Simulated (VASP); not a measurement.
Elastic constants (GPa) of a crystal from PBEsol GGA, VASP's PBE PAW potentials (set 64) (VASP 6.6.1):

```json
[
 {"": "xx", "xx": "105.2", "yy": "48.7", "zz": "48.7", "yz": "0.0", "xz": "0.0", "xy": "0.0"},
 {"": "yy", "xx": "48.7", "yy": "105.2", "zz": "48.7", "yz": "0.0", "xz": "0.0", "xy": "0.0"},
 {"": "zz", "xx": "48.7", "yy": "48.7", "zz": "105.2", "yz": "0.0", "xz": "0.0", "xy": "0.0"},
 {"": "yz", "xx": "0.0", "yy": "0.0", "zz": "0.0", "yz": "49.8", "xz": "0.0", "xy": "0.0"},
 {"": "xz", "xx": "0.0", "yy": "0.0", "zz": "0.0", "yz": "0.0", "xz": "49.8", "xy": "0.0"},
 {"": "xy", "xx": "0.0", "yy": "0.0", "zz": "0.0", "yz": "0.0", "xz": "0.0", "xy": "49.8"}
]
```

Finite-difference elastic constants of metals are sensitive to mesh and smearing; shear constants can be off by tens of GPa.

### Question
Work out the Voigt, Reuss and Hill moduli, Young's modulus and Poisson's ratio.

### Answer
All eigenvalues are positive (smallest 49.8 GPa), so the crystal is stable. K_V = (C11+C22+C33+2(C12+C13+C23))/9 = (315.6 + 2×146.1)/9 = 67.5 GPa; G_V = (315.6 − 146.1 + 3×149.4)/15 = 41.2 GPa. From the compliances, K_R = 67.5 GPa and G_R = 38.2 GPa. Hill: K = 67.5 GPa, G = 39.7 GPa, E = 9KG/(3K+G) = 99.5 GPa, ν = (3K−2G)/(2(3K+G)) = 0.254. K/G = 1.70, below Pugh's 1.75; universal anisotropy A^U = 0.40.

### Question
With a density of 5.89 g/cm³, what are the mean sound speeds?

### Answer
v_l = √((K+4G/3)/ρ) = 4.52 km/s and v_t = √(G/ρ) = 2.60 km/s. The crystal is YZn (space group Pm-3m), cubic.

The structure comes from a measured YZn entry (Pm-3m) of the Crystallography Open Database, whose conditions weren't checked. It was relaxed first. The electron count is odd and the run is not spin-polarised, which forces a metal.
